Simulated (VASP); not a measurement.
# Na2ZrS2 (I4/mmm) in VASP: notebook, part 2 of 2

VASP 6.6.1. The steps go on from the part before.

### 3 Band structure, LDA

The input, POSCAR:

```
Na2ZrS2
1.0
   -2.4761800000      2.4761800000      4.0403500000
    2.4761800000     -2.4761800000      4.0403500000
    2.4761800000      2.4761800000     -4.0403500000
Na Zr S
2 1 2
Direct
    0.3567700000      0.3567700000      0.0000000000
    0.6432300000      0.6432300000      0.0000000000
    0.0000000000      0.0000000000      0.0000000000
    0.7500000000      0.2500000000      0.5000000000
    0.2500000000      0.7500000000      0.5000000000
```

The input, INCAR.step1:

```
SYSTEM = Na2ZrS2
ALGO = Fast ; EDIFF = 1E-7
ENCUT = 520 ; ISIF = 2
ISMEAR = -1 ; LASPH = .TRUE.
LCHARG = .TRUE. ; LMAXMIX = 4
LREAL = .FALSE. ; LWAVE = .FALSE.
NELM = 80 ; PREC = Accurate
SIGMA = 0.05
```

The input, KPOINTS.step1:

```
k-points
0
G
  6 6 6
  0 0 0
```

The input, INCAR.step2:

```
SYSTEM = Na2ZrS2
ALGO = Fast ; EDIFF = 1E-7
ENCUT = 520 ; ICHARG = 11
ISIF = 2 ; ISMEAR = 0
LASPH = .TRUE. ; LCHARG = .FALSE.
LMAXMIX = 4 ; LREAL = .FALSE.
LWAVE = .FALSE. ; NELM = 80
PREC = Accurate ; SIGMA = 0.05
```

The input, KPOINTS.step2:

```
path GXYSGZS1NPY1Z,XP
15
line-mode
reciprocal
 0.0000000000  0.0000000000  0.0000000000  G
 0.0000000000  0.0000000000  0.5000000000  X

 0.0000000000  0.0000000000  0.5000000000  X
-0.1878003734  0.1878003734  0.5000000000  Y

-0.1878003734  0.1878003734  0.5000000000  Y
-0.3439001867  0.3439001867  0.3439001867  S

-0.3439001867  0.3439001867  0.3439001867  S
 0.0000000000  0.0000000000  0.0000000000  G

 0.0000000000  0.0000000000  0.0000000000  G
 0.5000000000  0.5000000000 -0.5000000000  Z

 0.5000000000  0.5000000000 -0.5000000000  Z
 0.3439001867  0.6560998133 -0.3439001867  S1

 0.3439001867  0.6560998133 -0.3439001867  S1
 0.0000000000  0.5000000000  0.0000000000  N

 0.0000000000  0.5000000000  0.0000000000  N
 0.2500000000  0.2500000000  0.2500000000  P

 0.2500000000  0.2500000000  0.2500000000  P
 0.5000000000  0.5000000000 -0.1878003734  Y1

 0.5000000000  0.5000000000 -0.1878003734  Y1
 0.5000000000  0.5000000000 -0.5000000000  Z

 0.0000000000  0.0000000000  0.5000000000  X
 0.2500000000  0.2500000000  0.2500000000  P
```

Potentials or basis: VASP PAW LDA potentials, release 64 (Na_pv, Zr_sv, S).

Launch:

```console
$ cat potpaw_LDA.64/Na_pv/POTCAR potpaw_LDA.64/Zr_sv/POTCAR potpaw_LDA.64/S/POTCAR > POTCAR
$ cp INCAR.step1 INCAR
$ cp KPOINTS.step1 KPOINTS
$ mpirun -np 1 vasp_std > vasp.out
$ cp INCAR.step2 INCAR
$ cp KPOINTS.step2 KPOINTS
$ mpirun -np 1 vasp_std > vasp.out
```

OUTCAR:

```text
SYSTEM = Na2ZrS2
   EDIFF = 1E-7
   ENCUT = 520
   ICHARG = 11
   ISIF = 2
   ISMEAR = 0
   LASPH = .TRUE.
   LREAL = .FALSE.
   NELM = 80
   PREC = Accurate

 ion  position               nearest neighbor table
   1  0.357  0.357  0.000-   2 2.31   5 2.62   4 2.62   4 2.62   5 2.62   3 2.88
   2  0.643  0.643  0.000-   1 2.31   4 2.62   5 2.62   4 2.62   5 2.62   3 2.88
   3  0.000  0.000  0.000-   1 2.88   2 2.88   4 3.20   5 3.20   4 3.20   5 3.20   4 3.20   5 3.20
                             4 3.20   5 3.20
   4  0.750  0.250  0.500-   1 2.62   2 2.62   1 2.62   2 2.62   3 3.20   3 3.20   3 3.20   3 3.20

   5  0.250  0.750  0.500-   1 2.62   2 2.62   1 2.62   2 2.62   3 3.20   3 3.20   3 3.20   3 3.20

  LATTYP: Found a body centered tetragonal cell.
 ALAT       =     4.9523600000
 C/A-ratio  =     1.6316867110

  Lattice vectors:

 A1 = (  -2.4761800000,   2.4761800000,   4.0403500000)
 A2 = (   2.4761800000,  -2.4761800000,   4.0403500000)
 A3 = (   2.4761800000,   2.4761800000,  -4.0403500000)

Analysis of symmetry for initial positions (statically):
=====================================================================
 Subroutine PRICEL returns:
 Original cell was already a primitive cell.

 Routine SETGRP: Setting up the symmetry group for a
 body centered tetragonal supercell.

 Subroutine GETGRP returns: Found 16 space group operations
 (whereof 16 operations were pure point group operations)
 out of a pool of 16 trial point group operations.

The static configuration has the point symmetry D_4h.

Analysis of symmetry for dynamics (positions and initial velocities):
=====================================================================
 Subroutine PRICEL returns:
 Original cell was already a primitive cell.

 Routine SETGRP: Setting up the symmetry group for a
 body centered tetragonal supercell.

 Subroutine GETGRP returns: Found 16 space group operations
 (whereof 16 operations were pure point group operations)
 out of a pool of 16 trial point group operations.

The dynamic configuration has the point symmetry D_4h.

 Subroutine INISYM returns: Found 16 space group operations
 (whereof 16 operations are pure point group operations),
 and found     1 'primitive' translations

----------------------------------------------------------------------------------------

                                     Primitive cell

  volume of cell :      99.0931

  direct lattice vectors                    reciprocal lattice vectors
    -2.476180000  2.476180000  4.040350000     0.000000000  0.201923931  0.123751655
     2.476180000 -2.476180000  4.040350000     0.201923931  0.000000000  0.123751655
     2.476180000  2.476180000 -4.040350000     0.201923931  0.201923931  0.000000000

  length of vectors
     5.346715151  5.346715151  5.346715151     0.236828516  0.236828516  0.285563562

  position of ions in fractional coordinates (direct lattice)
     0.356770000  0.356770000  0.000000000
     0.643230000  0.643230000  0.000000000
     0.000000000  0.000000000  0.000000000
     0.750000000  0.250000000  0.500000000
     0.250000000  0.750000000  0.500000000

  ion indices of the primitive-cell ions
   primitive index   ion index
                 1           1
                 2           2
                 3           3
                 4           4
                 5           5

[... 45 lines left out ...]
 -0.093900  0.093900  0.500000      0.006061
 -0.107314  0.107314  0.500000      0.006061
 [... further k-points ...]
   k-points           NKPTS =    165   k-points in BZ     NKDIM =    165   number of bands    NBANDS=     23
   number of dos      NEDOS =    301   number of ions     NIONS =      5
   total plane-waves  NPLWV =  64000
   dimension x,y,z NGX =    40 NGY =   40 NGZ =   40
   dimension x,y,z NGXF=    80 NGYF=   80 NGZF=   80
   ions per type =               2   1   2
   NGX,Y,Z   is equivalent  to a cutoff of  12.44, 12.44, 12.44 a.u.
   NGXF,Y,Z  is equivalent  to a cutoff of  24.87, 24.87, 24.87 a.u.
 SYSTEM =  Na2ZrS2
   PREC   = accura    normal or accurate (medium, high low for compatibility)
   ISTART =      0    job   : 0-new  1-cont  2-samecut
   ICHARG =     11    charge: 1-file 2-atom 10-const
   ISPIN  =      1    spin polarized calculation?
   LNONCOLLINEAR =      F non collinear calculations
   LSORBIT =      F    spin-orbit coupling
   LASPH  =      T    aspherical Exc in radial PAW
   ENCUT  =  520.0 eV  38.22 Ry    6.18 a.u.   9.94  9.94  9.94*2*pi/ulx,y,z
   NELM   =     80;   NELMIN=  2; NELMDL=  0     # of ELM steps
   EDIFF  = 0.1E-06   stopping-criterion for ELM
   LREAL  =      F    real-space projection
   EDIFFG = 0.1E-05   stopping-criterion for IOM
   NSW    =      0    number of steps for IOM
   IBRION =     -1    ionic relax: 0-MD 1-quasi-New 2-CG
   NFREE  =      0    steps in history (QN), initial steepest desc. (CG)
   ISIF   =      2    stress and relaxation
   ISYM   =      2    0-nonsym 1-usesym 2-fastsym
   POTIM  = 0.5000    time-step for ionic-motion
   TEBEG  =    0.0;   TEEND  =   0.0 temperature during run
   PSTRESS=    0.0 pullay stress
   NELECT =      38.0000    total number of electrons
   NUPDOWN=      -1.0000    fix difference up-down
   EMIN   =  10.00;   EMAX   =-10.00  energy-range for DOS
   EFERMI =   0.00;   METHOD = LEGACY
   ISMEAR =     0;   SIGMA  =   0.05  broadening in eV -4-tet -1-fermi 0-gaus
   EFERMI_NEDOS =   21; number of points for ismear=-14 and -15
   IALGO  =     68    algorithm
   IMIX   =      4    mixing-type and parameters
     AMIX     =   0.40;   BMIX     =  1.00
     AMIX_MAG =   1.60;   BMIX_MAG =  1.00
  volume/ion in A,a.u.               =      19.82       133.74
  Fermi-wavevector in a.u.,A,eV,Ry     =   1.189383  2.247607 19.247221  1.414631
  Thomas-Fermi vector in A             =   2.325491
   LORBIT       =      0    0 simple, 1 ext, 2 COOP (PROOUT), +10 PAW based schemes
   GGA     = CA    functional components
   LHFCALC =     F    Hartree Fock is set to
   AEXX    =    0.0000 exact exchange contribution
   IVDW    =     0    specifies the selected vdW correction
   LEPSILON=     F    determine dielectric tensor
   LRPA    =     F    only Hartree local field effects (RPA)
 non-spin polarized calculation
 RMM-DIIS sequential band-by-band and
 Gauss-broadening in eV      SIGMA  =   0.05
  energy-cutoff  :      520.00
  volume of cell :       99.09
 maximum number of plane-waves:      2702

 number of electron      38.0000007 magnetization

 Free energy of the ion-electron system (eV)
  ---------------------------------------------------
  ext. energy  EPLUGINS =         0.00000000
  ---------------------------------------------------
  free energy    TOTEN  =       -22.70350965 eV

  energy without entropy =      -22.69806670  energy(sigma->0) =      -22.70078818

 E-fermi :   5.4212     XC(G=0): -10.0232

 val. band max:        5.4205656527   @ k =   0.1071   0.1071  -0.1071
 cond. band min:       5.4220868845   @ k =   0.3193   0.6449  -0.3193
 fundamental gap:      0.0015212318
 Fermi energy:         5.4212222556

 k-point     1 :       0.0000    0.0000    0.0000
  band No.  band energies     occupation
      1     -44.6968      2.00000
      2     -22.8498      2.00000
      3     -22.7863      2.00000
      4     -22.7863      2.00000
      5     -19.5361      2.00000
      6     -19.0912      2.00000
[... 613 lines left out ...]
     22       6.4307      0.00000
     23       7.0110      0.00000

 [... further k-points ...]

------------------------ aborting loop because EDIFF is reached ----------------------------------------

  FORCE on cell =-STRESS in cart. coord.  units (eV):
  Direction    XX          YY          ZZ          XY          YZ          ZX
  --------------------------------------------------------------------------------------
  -------------------------------------------------------------------------------------
  Total       -3.7545765     -3.7545765     -0.8817165      0.0000000      0.0000000      0.0000000
  in kB      -60.7055136    -60.7055136    -14.2559495      0.0000000      0.0000000      0.0000000
  external PRESSURE =     -45.2223256 kB  Pullay stress =       0.0000000 kB

 VOLUME and BASIS-vectors are now :
 -----------------------------------------------------------------------------
  energy-cutoff  :      520.00
  volume of cell :       99.09
      direct lattice vectors                 reciprocal lattice vectors
    -2.476180000  2.476180000  4.040350000     0.000000000  0.201923931  0.123751655
     2.476180000 -2.476180000  4.040350000     0.201923931  0.000000000  0.123751655
     2.476180000  2.476180000 -4.040350000     0.201923931  0.201923931  0.000000000

 POSITION                                       TOTAL-FORCE (eV/Angst)
 -----------------------------------------------------------------------------------
      0.00000      0.00000      2.88295         0.000000      0.000000     -0.135508
      0.00000      0.00000      5.19775        -0.000000     -0.000000      0.135508
      0.00000      0.00000      0.00000         0.000000      0.000000      0.000000
     -0.00000      2.47618      2.02018         0.000000      0.000000     -0.000000
      2.47618     -0.00000      2.02018         0.000000      0.000000      0.000000
 -----------------------------------------------------------------------------------
    total drift:                                0.000000      0.000000     -0.000000

  FREE ENERGIE OF THE ION-ELECTRON SYSTEM (eV)
  ---------------------------------------------------
  free  energy   TOTEN  =       -22.7035096515 eV

  energy  without entropy=      -22.6980667005  energy(sigma->0) =      -22.70078818
```

Wall time 13 min (1 thread of AMD EPYC 9R45 (Zen 5), shared host); peak memory 0.42 GiB.

Results:

* Band gap along the path: none (metal or under the smearing width)

Levels at the corners of the path, in eV from the Fermi level:
```csv
point,band 15,band 16,band 17,band 18,band 19,band 20,band 21,band 22,band 23
Γ,-3.95,-2.87,-1.77,-1.77,-0.87,-0.03,0.28,1.96,1.96
X,-3.99,-2.93,-1.87,-1.33,-0.77,0.35,0.73,1.31,1.62
X,-3.99,-2.93,-1.87,-1.33,-0.77,0.35,0.73,1.31,1.62
Y,-4.01,-2.76,-2.75,-1.49,-0.23,0.33,0.70,0.76,1.54
Y,-4.01,-2.76,-2.75,-1.49,-0.23,0.33,0.70,0.76,1.54
S,-3.96,-2.89,-2.67,-2.26,-0.01,0.28,0.47,1.06,1.24
S,-3.96,-2.89,-2.67,-2.26,-0.01,0.28,0.47,1.06,1.24
Γ,-3.95,-2.87,-1.77,-1.77,-0.87,-0.03,0.28,1.96,1.99
Γ,-3.95,-2.87,-1.77,-1.77,-0.87,-0.03,0.28,1.96,2.04
Z,-4.30,-2.17,-2.17,-1.87,-0.65,0.40,0.40,1.07,1.07
Z,-4.30,-2.17,-2.17,-1.87,-0.65,0.40,0.40,1.07,1.07
S1,-3.96,-2.89,-2.67,-2.26,-0.01,0.28,0.47,1.06,1.24
S1,-3.96,-2.89,-2.67,-2.26,-0.01,0.28,0.47,1.06,1.24
N,-3.77,-3.64,-3.27,-3.20,-0.06,0.05,0.71,1.80,1.86
N,-3.77,-3.64,-3.27,-3.20,-0.06,0.05,0.71,1.78,1.87
P,-3.50,-3.50,-1.81,-1.42,-0.25,0.34,0.93,0.94,1.38
P,-3.50,-3.50,-1.81,-1.42,-0.25,0.34,0.93,0.93,1.36
Y1,-4.01,-2.76,-2.75,-1.49,-0.23,0.33,0.70,0.76,1.56
Y1,-4.01,-2.76,-2.75,-1.49,-0.23,0.33,0.70,0.76,1.54
Z,-4.30,-2.17,-2.17,-1.87,-0.65,0.40,0.40,1.07,1.07
X,-3.99,-2.93,-1.87,-1.33,-0.77,0.35,0.73,1.31,1.62
P,-3.50,-3.50,-1.81,-1.42,-0.25,0.34,0.93,0.93,1.36
```

Caveat: the log is that of the step along the path at fixed density, whose energy, stress, charges and moments have no meaning.

### 4 Band structure, PBE

POSCAR is that of step 3.

The input, INCAR.step1:

```
SYSTEM = Na2ZrS2
ALGO = Fast ; EDIFF = 1E-7
ENCUT = 520 ; GGA = PE
ISIF = 2 ; ISMEAR = -1
LASPH = .TRUE. ; LCHARG = .TRUE.
LMAXMIX = 4 ; LREAL = .FALSE.
LWAVE = .FALSE. ; NELM = 80
PREC = Accurate ; SIGMA = 0.05
```

KPOINTS.step1 is that of step 3.

The input, INCAR.step2:

```
SYSTEM = Na2ZrS2
ALGO = Fast ; EDIFF = 1E-7
ENCUT = 520 ; GGA = PE
ICHARG = 11 ; ISIF = 2
ISMEAR = 0 ; LASPH = .TRUE.
LCHARG = .FALSE. ; LMAXMIX = 4
LREAL = .FALSE. ; LWAVE = .FALSE.
NELM = 80 ; PREC = Accurate
SIGMA = 0.05
```

KPOINTS.step2 is that of step 3.

Potentials or basis: VASP PAW PBE potentials, release 64 (Na_pv, Zr_sv, S).

Launch:

```console
$ cat potpaw_PBE.64/Na_pv/POTCAR potpaw_PBE.64/Zr_sv/POTCAR potpaw_PBE.64/S/POTCAR > POTCAR
$ cp INCAR.step1 INCAR
$ cp KPOINTS.step1 KPOINTS
$ mpirun -np 1 vasp_std > vasp.out
$ cp INCAR.step2 INCAR
$ cp KPOINTS.step2 KPOINTS
$ mpirun -np 1 vasp_std > vasp.out
```

Run time: 14 min. Hardware: 1 thread of AMD EPYC 9R45 (Zen 5), shared host; peak memory 0.46 GiB.

The run converged. Its results:

* Band gap along the path: none (metal or under the smearing width)

Levels at the corners of the path, in eV from the Fermi level:
| point | band 17 | band 18 | band 19 | band 20 | band 21 | band 22 |
| --- | --- | --- | --- | --- | --- | --- |
| Γ | -1.81 | -1.81 | -0.84 | -0.04 | 0.36 | 1.99 |
| X | -1.89 | -1.38 | -0.74 | 0.35 | 0.79 | 1.37 |
| X | -1.89 | -1.38 | -0.74 | 0.35 | 0.79 | 1.37 |
| Y | -2.77 | -1.53 | -0.23 | 0.32 | 0.76 | 0.84 |
| Y | -2.77 | -1.53 | -0.23 | 0.32 | 0.76 | 0.84 |
| S | -2.70 | -2.30 | 0.00 | 0.26 | 0.55 | 1.10 |
| S | -2.70 | -2.30 | 0.00 | 0.26 | 0.55 | 1.10 |
| Γ | -1.81 | -1.81 | -0.84 | -0.04 | 0.36 | 1.99 |
| Γ | -1.81 | -1.81 | -0.84 | -0.04 | 0.36 | 1.99 |
| Z | -2.19 | -1.92 | -0.61 | 0.37 | 0.48 | 1.10 |
| Z | -2.19 | -1.92 | -0.61 | 0.37 | 0.48 | 1.10 |
| S1 | -2.70 | -2.30 | 0.00 | 0.26 | 0.55 | 1.10 |
| S1 | -2.70 | -2.30 | 0.00 | 0.26 | 0.55 | 1.10 |
| N | -3.30 | -3.23 | -0.06 | 0.05 | 0.78 | 1.80 |
| N | -3.30 | -3.23 | -0.06 | 0.05 | 0.78 | 1.79 |
| P | -1.83 | -1.46 | -0.25 | 0.34 | 0.98 | 0.98 |
| P | -1.83 | -1.46 | -0.25 | 0.34 | 0.98 | 0.98 |
| Y1 | -2.77 | -1.53 | -0.23 | 0.32 | 0.76 | 0.84 |
| Y1 | -2.77 | -1.53 | -0.23 | 0.32 | 0.76 | 0.84 |
| Z | -2.19 | -1.92 | -0.61 | 0.37 | 0.48 | 1.10 |
| X | -1.89 | -1.38 | -0.74 | 0.35 | 0.79 | 1.37 |
| P | -1.83 | -1.46 | -0.25 | 0.34 | 0.98 | 0.98 |

Caveat: the log is that of the step along the path at fixed density, whose energy, stress, charges and moments have no meaning.

### 5 Band structure, PBEsol

POSCAR is that of step 4.

INCAR.step1: that of step 4 with these lines changed.

```diff
@@ -2,3 +2,3 @@
 ALGO = Fast ; EDIFF = 1E-7
-ENCUT = 520 ; GGA = PE
+ENCUT = 520 ; GGA = PS
 ISIF = 2 ; ISMEAR = -1
```

KPOINTS.step1 is that of step 4.

INCAR.step2: that of step 4 with these lines changed.

```diff
@@ -2,3 +2,3 @@
 ALGO = Fast ; EDIFF = 1E-7
-ENCUT = 520 ; GGA = PE
+ENCUT = 520 ; GGA = PS
 ICHARG = 11 ; ISIF = 2
```

KPOINTS.step2 is that of step 4.

Launch:

```console
$ cat potpaw_PBE.64/Na_pv/POTCAR potpaw_PBE.64/Zr_sv/POTCAR potpaw_PBE.64/S/POTCAR > POTCAR
$ cp INCAR.step1 INCAR
$ cp KPOINTS.step1 KPOINTS
$ mpirun -np 1 vasp_std > vasp.out
$ cp INCAR.step2 INCAR
$ cp KPOINTS.step2 KPOINTS
$ mpirun -np 1 vasp_std > vasp.out
```

It took 14 min on 1 thread of AMD EPYC 9R45 (Zen 5), shared host; peak memory 0.46 GiB.

The run converged. Its results:

```
Band gap along the path : none (metal or under the smearing width)
```

Levels at the corners of the path, in eV from the Fermi level:
```csv
point,band 17,band 18,band 19,band 20,band 21,band 22
Γ,-1.79,-1.79,-0.87,-0.03,0.31,1.99
X,-1.88,-1.36,-0.77,0.36,0.76,1.35
X,-1.88,-1.36,-0.77,0.36,0.76,1.35
Y,-2.77,-1.51,-0.24,0.33,0.73,0.80
Y,-2.77,-1.51,-0.24,0.33,0.73,0.80
S,-2.70,-2.29,0.00,0.28,0.51,1.08
S,-2.70,-2.29,0.00,0.28,0.51,1.08
Γ,-1.79,-1.79,-0.87,-0.03,0.31,1.99
Γ,-1.79,-1.79,-0.87,-0.03,0.31,1.99
Z,-2.18,-1.90,-0.64,0.39,0.44,1.09
Z,-2.18,-1.90,-0.64,0.39,0.44,1.09
S1,-2.70,-2.29,0.00,0.28,0.51,1.08
S1,-2.70,-2.29,0.00,0.28,0.51,1.08
N,-3.31,-3.24,-0.06,0.05,0.75,1.82
N,-3.31,-3.24,-0.06,0.05,0.75,1.80
P,-1.83,-1.44,-0.25,0.35,0.95,0.96
P,-1.83,-1.44,-0.25,0.35,0.95,0.96
Y1,-2.77,-1.51,-0.24,0.33,0.73,0.80
Y1,-2.77,-1.51,-0.24,0.33,0.73,0.80
Z,-2.18,-1.90,-0.64,0.39,0.44,1.09
X,-1.88,-1.36,-0.77,0.36,0.76,1.35
P,-1.83,-1.44,-0.25,0.35,0.95,0.95
```

Caveat: the log is that of the step along the path at fixed density, whose energy, stress, charges and moments have no meaning; the PAW data sets were made with another functional, which shifts forces and pressure a little.
